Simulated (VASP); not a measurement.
Method: PBEsol GGA, VASP's PBE PAW potentials (set 64) (plane waves; VASP).

A VASP calculation is set up with these files.

**INCAR**
```
# general
SYSTEM  = SnO
PREC    = Accurate
ENCUT   = 620   # plane-wave cut-off (eV)
LREAL   = F
LASPH   = T   # aspherical one-centre terms

# electronic loop
EDIFF   = 1E-6   # SCF stop (eV)
NELM    = 100   # most electronic steps
ALGO    = Normal   # blocked Davidson
LMAXMIX = 4

# smearing
ISMEAR  = 1
SIGMA   = 0.1

# functional
GGA     = PS

# ions
IBRION  = 2
NSW     = 40
ISIF    = 3   # ions, shape and volume
EDIFFG  = -0.02   # ionic stop
PSTRESS = 300   # kbar

# output
LWAVE   = F
LCHARG  = F
```

File POSCAR:
```
SnO
1.0
  3.6117425383   0.0000000000   0.0000000000
  0.0000000000   3.6117425383   0.0000000000
  0.0000000000   0.0000000000   4.1309617883
Sn O
2 2
direct
  0.5000000000   0.0000000000   0.7167353961
  0.0000000000   0.5000000000   0.2832646039
  0.5000000000   0.5000000000   0.0000000000
  0.0000000000   0.0000000000   0.0000000000
```

### KPOINTS
```
kpoints
0
G
  9 9 8
```

POTCAR, in this order: Sn_d O (PBE.64 set). Program: vasp_std.

Output

### OSZICAR
```
       N       E                     dE             d eps       ncg     rms          rms(c)
DAV:   1     0.422402788447E+03    0.42240E+03   -0.23161E+04  3616   0.312E+03
DAV:   2     0.282525850723E+02   -0.39415E+03   -0.38728E+03  3816   0.634E+02
DAV:   3    -0.247828556508E+02   -0.53035E+02   -0.52639E+02  4472   0.200E+02
DAV:   4    -0.265042977334E+02   -0.17214E+01   -0.17188E+01  3968   0.394E+01
DAV:   5    -0.265474557245E+02   -0.43158E-01   -0.43153E-01  4776   0.642E+00    0.109E+01
DAV:   6    -0.235411352030E+02    0.30063E+01   -0.16127E+01  6024   0.493E+01    0.459E+00
DAV:   7    -0.235707954598E+02   -0.29660E-01   -0.14777E+00  3688   0.844E+00    0.247E+00
DAV:   8    -0.235546350732E+02    0.16160E-01   -0.35420E-01  5288   0.487E+00    0.844E-01
DAV:   9    -0.235386932560E+02    0.15942E-01   -0.10589E-01  5752   0.411E+00    0.199E-01
DAV:  10    -0.235394485207E+02   -0.75526E-03   -0.11063E-02  5512   0.125E+00    0.121E-01
DAV:  11    -0.235391127296E+02    0.33579E-03   -0.20405E-03  5680   0.567E-01    0.188E-02
DAV:  12    -0.235391441692E+02   -0.31440E-04   -0.34253E-04  3888   0.124E-01    0.247E-02
DAV:  13    -0.235391361750E+02    0.79942E-05   -0.36442E-05  5496   0.621E-02    0.236E-03
DAV:  14    -0.235391364319E+02   -0.25687E-06   -0.25773E-06  3568   0.122E-02
   1 F= -.13449038E+02 E0= -.13448991E+02  d E =-.134490E+02
       N       E                     dE             d eps       ncg     rms          rms(c)
DAV:   1    -0.278121465468E+02   -0.42730E+01   -0.11485E+02  4536   0.179E+02    0.154E+01
DAV:   2    -0.230582696312E+02    0.47539E+01   -0.12165E+01  4928   0.586E+01    0.544E+00
DAV:   3    -0.222837284101E+02    0.77454E+00   -0.19491E+00  5000   0.341E+01    0.156E+00
DAV:   4    -0.222007736580E+02    0.82955E-01   -0.30788E-01  5944   0.120E+01    0.423E-01
DAV:   5    -0.222020761205E+02   -0.13025E-02   -0.78414E-02  4704   0.267E+00    0.239E-01
DAV:   6    -0.221993130903E+02    0.27630E-02   -0.62596E-03  4600   0.688E-01    0.900E-02
DAV:   7    -0.221993257092E+02   -0.12619E-04   -0.65161E-04  5008   0.296E-01    0.782E-02
DAV:   8    -0.221992843031E+02    0.41406E-04   -0.29574E-04  4864   0.365E-01    0.230E-02
DAV:   9    -0.221992847913E+02   -0.48816E-06   -0.35298E-05  4592   0.508E-02    0.155E-02
DAV:  10    -0.221992807869E+02    0.40044E-05   -0.11547E-05  4264   0.456E-02    0.118E-03
DAV:  11    -0.221992805372E+02    0.24970E-06   -0.12372E-06  2336   0.109E-02
   2 F= -.13286747E+02 E0= -.13286363E+02  d E =0.162291E+00
       N       E                     dE             d eps       ncg     rms          rms(c)
DAV:   1    -0.252621676977E+02   -0.30629E+01   -0.52247E+01  4480   0.150E+02    0.896E+00
DAV:   2    -0.235485389178E+02    0.17136E+01   -0.44989E+00  4832   0.314E+01    0.340E+00
DAV:   3    -0.232054322836E+02    0.34311E+00   -0.81649E-01  4784   0.201E+01    0.837E-01
DAV:   4    -0.231738080097E+02    0.31624E-01   -0.12754E-01  5888   0.724E+00    0.286E-01
DAV:   5    -0.231732073356E+02    0.60067E-03   -0.30302E-02  4648   0.157E+00    0.118E-01
DAV:   6    -0.231715321836E+02    0.16752E-02   -0.24830E-03  4880   0.510E-01    0.585E-02
DAV:   7    -0.231715640522E+02   -0.31869E-04   -0.37208E-04  4536   0.193E-01    0.538E-02
DAV:   8    -0.231715168488E+02    0.47203E-04   -0.17611E-04  4896   0.231E-01    0.112E-02
DAV:   9    -0.231715166038E+02    0.24503E-06   -0.26167E-05  5240   0.417E-02    0.772E-03
DAV:  10    -0.231715168892E+02   -0.28540E-06   -0.54174E-06  3768   0.274E-02
   3 F= -.13527687E+02 E0= -.13527594E+02  d E =-.786494E-01
       N       E                     dE             d eps       ncg     rms          rms(c)
DAV:   1    -0.231090871271E+02    0.62429E-01   -0.80313E+00  4544   0.214E+01    0.135E+00
DAV:   2    -0.230990812246E+02    0.10006E-01   -0.33920E-01  4504   0.560E+00    0.516E-01
DAV:   3    -0.230920058817E+02    0.70753E-02   -0.35514E-02  4656   0.402E+00    0.185E-01
DAV:   4    -0.230917693300E+02    0.23655E-03   -0.69908E-03  5576   0.991E-01    0.107E-01
DAV:   5    -0.230917149316E+02    0.54398E-04   -0.44675E-04  4664   0.167E-01    0.431E-02
DAV:   6    -0.230917081756E+02    0.67560E-05   -0.20823E-05  5568   0.595E-02    0.121E-02
DAV:   7    -0.230917082383E+02   -0.62626E-07   -0.52535E-06  4528   0.231E-02
   4 F= -.13547137E+02 E0= -.13546830E+02  d E =-.194502E-01
       N       E                     dE             d eps       ncg     rms          rms(c)
DAV:   1    -0.230854202521E+02    0.62879E-02   -0.36363E-02  5184   0.151E+00    0.843E-02
DAV:   2    -0.230853093172E+02    0.11093E-03   -0.92033E-04  4936   0.365E-01    0.306E-02
DAV:   3    -0.230852795104E+02    0.29807E-04   -0.96596E-05  4896   0.220E-01    0.876E-03
DAV:   4    -0.230852786136E+02    0.89682E-06   -0.18615E-05  5520   0.645E-02    0.340E-03
DAV:   5    -0.230852789826E+02   -0.36904E-06   -0.27718E-06  3080   0.132E-02
   5 F= -.13547207E+02 E0= -.13546879E+02  d E =-.195197E-01
       N       E                     dE             d eps       ncg     rms          rms(c)
DAV:   1    -0.230688505486E+02    0.16428E-01   -0.29921E-01  4288   0.581E+00    0.538E-01
DAV:   2    -0.230641991414E+02    0.46514E-02   -0.14781E-02  4544   0.168E+00    0.285E-01
DAV:   3    -0.230624015103E+02    0.17976E-02   -0.26537E-03  4936   0.110E+00    0.911E-02
DAV:   4    -0.230622554381E+02    0.14607E-03   -0.66952E-04  5320   0.312E-01    0.235E-02
DAV:   5    -0.230622565807E+02   -0.11427E-05   -0.10138E-04  5136   0.156E-01    0.103E-02
DAV:   6    -0.230622558927E+02    0.68803E-06   -0.14211E-05  4800   0.391E-02    0.462E-03
DAV:   7    -0.230622557913E+02    0.10142E-06   -0.10898E-06  1960   0.124E-02
   6 F= -.13548898E+02 E0= -.13548619E+02  d E =-.169104E-02
       N       E                     dE             d eps       ncg     rms          rms(c)
DAV:   1    -0.230500443935E+02    0.12211E-01   -0.10917E-01  4304   0.353E+00    0.325E-01
DAV:   2    -0.230483462119E+02    0.16982E-02   -0.54923E-03  4552   0.103E+00    0.172E-01
DAV:   3    -0.230476909926E+02    0.65522E-03   -0.95547E-04  4912   0.661E-01    0.553E-02
DAV:   4    -0.230476375801E+02    0.53413E-04   -0.24034E-04  5344   0.189E-01    0.142E-02
DAV:   5    -0.230476386368E+02   -0.10567E-05   -0.37810E-05  5144   0.953E-02    0.626E-03
DAV:   6    -0.230476383865E+02    0.25028E-06   -0.49080E-06  3448   0.239E-02
   7 F= -.13549231E+02 E0= -.13548994E+02  d E =-.202459E-02
       N       E                     dE             d eps       ncg     rms          rms(c)
DAV:   1    -0.231120853844E+02   -0.64447E-01   -0.46651E-01  4632   0.106E+01    0.760E-01
DAV:   2    -0.231034516451E+02    0.86337E-02   -0.40130E-02  5256   0.282E+00    0.336E-01
DAV:   3    -0.231006277342E+02    0.28239E-02   -0.44937E-03  4912   0.171E+00    0.111E-01
DAV:   4    -0.231003284879E+02    0.29925E-03   -0.10100E-03  5496   0.526E-01    0.308E-02
DAV:   5    -0.231003174334E+02    0.11054E-04   -0.21898E-04  5200   0.197E-01    0.118E-02
DAV:   6    -0.231003166931E+02    0.74033E-06   -0.90148E-06  4976   0.408E-02
   8 F= -.13549073E+02 E0= -.13548971E+02  d E =0.158769E-03
       N       E                     dE             d eps       ncg     rms          rms(c)
DAV:   1    -0.230757985629E+02    0.24519E-01   -0.13454E-01  4696   0.562E+00    0.412E-01
DAV:   2    -0.230732765151E+02    0.25220E-02   -0.11657E-02  5336   0.151E+00    0.182E-01
DAV:   3    -0.230724590524E+02    0.81746E-03   -0.12584E-03  4864   0.920E-01    0.604E-02
DAV:   4    -0.230723761551E+02    0.82897E-04   -0.27942E-04  5568   0.284E-01    0.161E-02
DAV:   5    -0.230723776343E+02   -0.14792E-05   -0.64093E-05  5272   0.107E-01    0.622E-03
DAV:   6    -0.230723777539E+02   -0.11952E-06   -0.19457E-06  2528   0.214E-02
   9 F= -.13549650E+02 E0= -.13549477E+02  d E =-.418340E-03
```

### OUTCAR
```
------------------------ aborting loop because EDIFF is reached ----------------------------------------
  FORCE on cell =-STRESS in cart. coord.  units (eV):
  Direction    XX          YY          ZZ          XY          YZ          ZX
  --------------------------------------------------------------------------------------
  Total        9.5227868      9.5227868      9.4805933      0.0000000     -0.0000000      0.0000000
  in kB      300.0018496    300.0018496    298.6726036      0.0000000     -0.0000000      0.0000000
  external PRESSURE =      -0.4412324 kB  Pullay stress =     300.0000000 kB
  volume of cell :       50.86
      direct lattice vectors                 reciprocal lattice vectors
     3.560311164  0.000000000  0.000000000     0.280874326  0.000000000  0.000000000
     0.000000000  3.560311164 -0.000000000     0.000000000  0.280874326  0.000000000
     0.000000000  0.000000000  4.012128194     0.000000000  0.000000000  0.249244279
 POSITION                                       TOTAL-FORCE (eV/Angst)
 -----------------------------------------------------------------------------------
      1.78016      0.00000      2.84365        -0.000000      0.000000      0.016985
      0.00000      1.78016      1.16848         0.000000      0.000000     -0.016985
      1.78016      1.78016      0.00000        -0.000000      0.000000      0.000000
      0.00000      0.00000      0.00000        -0.000000     -0.000000      0.000000
 -----------------------------------------------------------------------------------
    total drift:                                0.000000      0.000000      0.000000
  FREE ENERGIE OF THE ION-ELECTRON SYSTEM (eV)
  ---------------------------------------------------
  free  energy   TOTEN  =       -23.0723777539 eV

  energy  without entropy=      -23.0718600269  energy(sigma->0) =      -23.07220518
  enthalpy is  TOTEN    =       -13.5496496255 eV   P V=        9.5227281284

 reached required accuracy - stopping structural energy minimisation
```
(Selected blocks of OUTCAR.)

### CONTCAR
```
SnO
   1.00000000000000
     3.5603111638645362    0.0000000000000000    0.0000000000000000
     0.0000000000000000    3.5603111638645362   -0.0000000000000000
     0.0000000000000000    0.0000000000000000    4.0121281944374090
  Sn              O
     2     2
Direct
     0.5000000000000000    0.0000000000000000    0.7087630905971068
     0.0000000000000000    0.5000000000000000    0.2912369094028931
     0.5000000000000000    0.5000000000000000    0.0000000000000000
     0.0000000000000000    0.0000000000000000    0.0000000000000000
```

Energy and stress use the plane-wave basis of the starting cell. Without a dispersion term in the relaxation, distances and binding between the weakly bound layers, chains or molecules are unreliable, and so is what depends on them.

The compound is SnO in the litharge structure. This run relaxes it under an external pressure of 30 GPa. Symmetry was kept, so distortions that lower it aren't found.
